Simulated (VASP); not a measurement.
# RbAg (Fm-3m) in VASP: notebook, part 2 of 2

VASP 6.6.1.

**4. Single point, PBE**

This run uses another cell than the first one, of 35.31 Å³/atom, 0.703 times its volume.

Input file INCAR:

```
SYSTEM = RbAg
ALGO = Fast
EDIFF = 1E-7
ENCUT = 520
GGA = PE
ISIF = 2
ISMEAR = -1
LASPH = .True.
LCHARG = .False.
LREAL = .False.
LWAVE = .False.
NBANDS = 17
NELM = 80
PREC = Accurate
SIGMA = 0.1
```

Input file KPOINTS:

```
k-points
0
Gamma
  7 7 7
  0 0 0
```

Input file POSCAR:

```
RbAg
1.0
    0.0000000000      3.2807170000      3.2807170000
    3.2807170000      0.0000000000      3.2807170000
    3.2807170000      3.2807170000      0.0000000000
Rb Ag
1 1
Direct
    0.0000000000      0.0000000000      0.0000000000
    0.5000000000      0.5000000000      0.5000000000
```

Potentials or basis: VASP PAW PBE potentials, release 64 (Rb_sv, Ag).

Command:

```sh
$ cat potpaw_PBE.64/Rb_sv/POTCAR potpaw_PBE.64/Ag/POTCAR > POTCAR
$ mpirun -np 1 vasp_std > vasp.out
```

OUTCAR:

```text
SYSTEM = RbAg
   EDIFF = 1E-7
   ENCUT = 520
   GGA = PE
   ISIF = 2
   ISMEAR = -1
   LASPH = .True.
   LREAL = .False.
   NELM = 80
   PREC = Accurate

 ion  position               nearest neighbor table
   1  0.000  0.000  0.000-   2 3.28   2 3.28   2 3.28   2 3.28   2 3.28   2 3.28
   2  0.500  0.500  0.500-   1 3.28   1 3.28   1 3.28   1 3.28   1 3.28   1 3.28

  LATTYP: Found a face centered cubic cell.
 ALAT       =     6.5614340000

  Lattice vectors:

 A1 = (   0.0000000000,   3.2807170000,   3.2807170000)
 A2 = (   3.2807170000,   0.0000000000,   3.2807170000)
 A3 = (   3.2807170000,   3.2807170000,   0.0000000000)

Analysis of symmetry for initial positions (statically):
=====================================================================
 Subroutine PRICEL returns:
 Original cell was already a primitive cell.

 Routine SETGRP: Setting up the symmetry group for a
 face centered cubic supercell.

 Subroutine GETGRP returns: Found 48 space group operations
 (whereof 48 operations were pure point group operations)
 out of a pool of 48 trial point group operations.

The static configuration has the point symmetry O_h .

Analysis of symmetry for dynamics (positions and initial velocities):
=====================================================================
 Subroutine PRICEL returns:
 Original cell was already a primitive cell.

 Routine SETGRP: Setting up the symmetry group for a
 face centered cubic supercell.

 Subroutine GETGRP returns: Found 48 space group operations
 (whereof 48 operations were pure point group operations)
 out of a pool of 48 trial point group operations.

The dynamic configuration has the point symmetry O_h .

 Subroutine INISYM returns: Found 48 space group operations
 (whereof 48 operations are pure point group operations),
 and found     1 'primitive' translations

----------------------------------------------------------------------------------------

[... 105 lines left out ...]
   IMIX   =      4    mixing-type and parameters
     AMIX     =   0.40;   BMIX     =  1.00
     AMIX_MAG =   1.60;   BMIX_MAG =  1.00
  volume/ion in A,a.u.               =      35.31       238.29
  Fermi-wavevector in a.u.,A,eV,Ry     =   1.075077  2.031600 15.725472  1.155790
  Thomas-Fermi vector in A             =   2.210923
   LORBIT       =      0    0 simple, 1 ext, 2 COOP (PROOUT), +10 PAW based schemes
   GGA     = PE    functional components
   LHFCALC =     F    Hartree Fock is set to
   AEXX    =    0.0000 exact exchange contribution
   IVDW    =     0    specifies the selected vdW correction
   LEPSILON=     F    determine dielectric tensor
   LRPA    =     F    only Hartree local field effects (RPA)
 non-spin polarized calculation
 RMM-DIIS sequential band-by-band and
  energy-cutoff  :      520.00
  volume of cell :       70.62
 maximum number of plane-waves:      1922
   NGX = 17   NGY = 17   NGZ = 17

 number of electron      20.0000001 magnetization

 Free energy of the ion-electron system (eV)
  ---------------------------------------------------
  ext. energy  EPLUGINS =         0.00000000
  ---------------------------------------------------
  free energy    TOTEN  =        -3.04043458 eV

  energy without entropy =       -3.03919727  energy(sigma->0) =       -3.03981592

 E-fermi :   2.0725     XC(G=0):  -8.1740

 val. band max:        1.5175713688   @ k =  -0.4286   0.1429   0.0000
 cond. band min:       2.5824145821   @ k =  -0.4286   0.1429   0.0000
 fundamental gap:      1.0648432133
 Fermi energy:         2.0724914317

 k-point     1 :       0.0000    0.0000    0.0000
  band No.  band energies     occupation
      1     -25.1339      2.00000
      2      -9.2050      2.00000
      3      -9.2050      2.00000
      4      -9.2050      2.00000
      5      -1.9016      2.00000
      6      -1.9016      2.00000
[... 377 lines left out ...]
      4      -9.3148      2.00000
      5      -1.8414      2.00000
      6      -1.8380      2.00000
[... 9 lines left out ...]
     16      10.4197      0.00000
     17      10.4344      0.00000

------------------------ aborting loop because EDIFF is reached ----------------------------------------

  FORCE on cell =-STRESS in cart. coord.  units (eV):
  Direction    XX          YY          ZZ          XY          YZ          ZX
  --------------------------------------------------------------------------------------
  -------------------------------------------------------------------------------------
  Total        2.2115792      2.2115792      2.2115792      0.0000000     -0.0000000      0.0000000
  in kB       50.1737750     50.1737750     50.1737750      0.0000000     -0.0000000      0.0000000
  external PRESSURE =      50.1737750 kB  Pullay stress =       0.0000000 kB

 VOLUME and BASIS-vectors are now :
 -----------------------------------------------------------------------------
  energy-cutoff  :      520.00
  volume of cell :       70.62
      direct lattice vectors                 reciprocal lattice vectors
     0.000000000  3.280717000  3.280717000    -0.152405709  0.152405709  0.152405709
     3.280717000  0.000000000  3.280717000     0.152405709 -0.152405709  0.152405709
     3.280717000  3.280717000  0.000000000     0.152405709  0.152405709 -0.152405709

 POSITION                                       TOTAL-FORCE (eV/Angst)
 -----------------------------------------------------------------------------------
      0.00000      0.00000      0.00000         0.000000      0.000000      0.000000
      3.28072      3.28072      3.28072        -0.000000     -0.000000     -0.000000
 -----------------------------------------------------------------------------------
    total drift:                                0.000000      0.000000      0.000000

  FREE ENERGIE OF THE ION-ELECTRON SYSTEM (eV)
  ---------------------------------------------------
  free  energy   TOTEN  =        -3.0404345769 eV

  energy  without entropy=       -3.0391972717  energy(sigma->0) =       -3.03981592
```

It took 35 s on 1 thread of Intel Xeon Platinum 8375C at 2.90GHz (Ice Lake), shared host; peak memory 0.2 GiB.

Results:

* Free energy: -3.0404 eV
* Pressure: 5.0 GPa
* Band gap on the k mesh: 1.06 eV, direct

Caveat: an odd mesh through Γ misses points on the zone boundary, where band edges often lie.

**5. Overview**

| task | cell | cutoff (eV) | gap on the mesh (eV) | pressure (GPa) |
| --- | --- | --- | --- | --- |
| single point | Fm-3m, 50.26 Å³/atom | 520 | 1.42 | 0.0 |
| relaxation of cell and atoms | relaxed | 600 | 1.42 | 0.0 |
| single point | Fm-3m, 35.31 Å³/atom | 520 | 1.06 | 5.0 |

Alike in all rows: level PBE; potentials or basis VASP PAW PBE potentials, release 64 (Rb_sv, Ag); no spin polarisation; k mesh 7 × 7 × 7; smearing fermi-dirac 0.1 eV.

Caveats: an odd mesh through Γ misses points on the zone boundary, where band edges often lie; the volume moved by over 15 % at a fixed basis, so the end points are rough (some runs).

Total energies depend on the potentials used, so only differences within one code and one set of settings carry meaning.
